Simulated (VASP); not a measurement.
```xyz
3
Lattice="1.8160 -3.1453 0.0000 1.8160 3.1453 0.0000 0.0000 0.0000 7.1899" Properties=species:S:1:pos:R:3 pbc="T T T"
Pt     0.0000     0.0000     0.0000
S      1.8160     1.0484     1.2400
S      1.8160    -1.0484     5.9499
```

Computed with RPBE GGA, VASP's PBE PAW potentials (set 64) (plane waves; VASP). Settings: 520 eV cut-off, 7×7×3 Γ-centred mesh, Gaussian smearing of 0.050 eV, potentials Pt S.

Without a dispersion term in the relaxation, distances and binding between the weakly bound layers, chains or molecules are unreliable, and so is what depends on them.

Question: The ions and cell shape at fixed volume are relaxed. Predict the relaxed structure.

Answer: 
```xyz
3
Lattice="1.7976 -3.1135 0.0000 1.7976 3.1135 0.0000 0.0000 0.0000 7.3374" Properties=species:S:1:pos:R:3 pbc="T T T"
Pt     3.5952     0.0000     0.0000
S      1.7976     1.0379     1.2294
S      1.7976    -1.0379     6.1080
```
Space group P-3m1 (164), at a tolerance of 0.03 Å.

Question: How much energy does the relaxation gain?

Answer: The energy (σ→0) changes by -6.1 meV/atom, in 6 ionic steps.

The compound is PtS2 in the 1T layered structure. This cell is one point of a volume scan, at 1.03 of the reference volume. Symmetry was kept, so distortions that lower it aren't found.
